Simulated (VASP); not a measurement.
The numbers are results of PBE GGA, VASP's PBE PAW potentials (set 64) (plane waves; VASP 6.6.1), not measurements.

The input files of a VASP run:

INCAR:
```
SIGMA=0.01   # width (eV)
SYSTEM=GaN
GGA=PE
ALGO=Normal   # blocked Davidson
LCHARG=.False.
ISMEAR=0   # Gaussian
PREC=Normal
ENCUT=500   # plane-wave cut-off (eV)
NELM=100   # most electronic steps
EDIFF=1E-8
LASPH=.True.
LWAVE=.True.
LREAL=.False.   # projection in real space or not
```

### KPOINTS
```
Automatic mesh
0
Gamma
4 4 4
0 0 0
```

POSCAR:
```
GaN
3.1085140
  0.0000000000   0.7071066754   0.7071066754
  0.7071066754   0.0000000000   0.7071066754
  0.7071066754   0.7071066754   0.0000000000
Ga N
1 1
Cartesian
  0.0000000000   0.0000000000   0.0000000000
  0.3535533377   0.3535533377   0.3535533377
```

POTCAR, in this order: Ga_d_GW N_GW_new (PBE.64 set). Program: vasp_std.

Output of the run:

**OSZICAR**
```
       N       E                     dE             d eps       ncg     rms          rms(c)
DAV:   1     0.138887855716E+03    0.13889E+03   -0.11097E+04   224   0.232E+03
DAV:   2    -0.236682942445E+01   -0.14125E+03   -0.13596E+03   228   0.462E+02
DAV:   3    -0.138897866423E+02   -0.11523E+02   -0.11444E+02   263   0.153E+02
DAV:   4    -0.141219296761E+02   -0.23214E+00   -0.23206E+00   251   0.266E+01
DAV:   5    -0.141265270103E+02   -0.45973E-02   -0.45973E-02   271   0.337E+00    0.121E+01
DAV:   6    -0.119344474636E+02    0.21921E+01   -0.62993E+00   327   0.639E+01    0.579E+00
DAV:   7    -0.119424423019E+02   -0.79948E-02   -0.39977E-01   253   0.105E+01    0.361E+00
DAV:   8    -0.119401133283E+02    0.23290E-02   -0.49375E-02   228   0.507E+00    0.408E-01
DAV:   9    -0.119381084586E+02    0.20049E-02   -0.79271E-03   322   0.303E+00    0.643E-02
DAV:  10    -0.119383163492E+02   -0.20789E-03   -0.58859E-04   226   0.505E-01    0.142E-02
DAV:  11    -0.119383155417E+02    0.80746E-06   -0.38567E-05   317   0.129E-01    0.865E-03
DAV:  12    -0.119383156927E+02   -0.15095E-06   -0.60396E-06   301   0.352E-02    0.519E-03
DAV:  13    -0.119383153726E+02    0.32006E-06   -0.12141E-06   332   0.248E-02    0.345E-04
DAV:  14    -0.119383153695E+02    0.31127E-08   -0.57613E-08   238   0.331E-03
   1 F= -.11938315E+02 E0= -.11938315E+02  d E =-.323389E-11
```

### OUTCAR
```
------------------------ aborting loop because EDIFF is reached ----------------------------------------
  FORCE on cell =-STRESS in cart. coord.  units (eV):
  Direction    XX          YY          ZZ          XY          YZ          ZX
  --------------------------------------------------------------------------------------
  Total        2.8305111      2.8305111      2.8305111     -0.0000000      0.0000000     -0.0000000
  in kB      213.5168483    213.5168483    213.5168483     -0.0000000      0.0000000     -0.0000000
  external PRESSURE =     213.5168483 kB  Pullay stress =       0.0000000 kB
  volume of cell :       21.24
      direct lattice vectors                 reciprocal lattice vectors
     0.000000000  2.198051000  2.198051000    -0.227474249  0.227474249  0.227474249
     2.198051000  0.000000000  2.198051000     0.227474249 -0.227474249  0.227474249
     2.198051000  2.198051000  0.000000000     0.227474249  0.227474249 -0.227474249
  FREE ENERGIE OF THE ION-ELECTRON SYSTEM (eV)
  ---------------------------------------------------
  free  energy   TOTEN  =       -11.9383153695 eV

  energy  without entropy=      -11.9383153695  energy(sigma->0) =      -11.93831537
```
(Selected blocks of OUTCAR.)

The compound is GaN in the zinc blende structure, a metastable form; wurtzite is the usual one. This cell is one point of a volume scan, at 0.92 of the reference volume. The k-mesh is coarse (spacing up to 0.62 per Å, 2π included), so the numbers may not be converged in it.
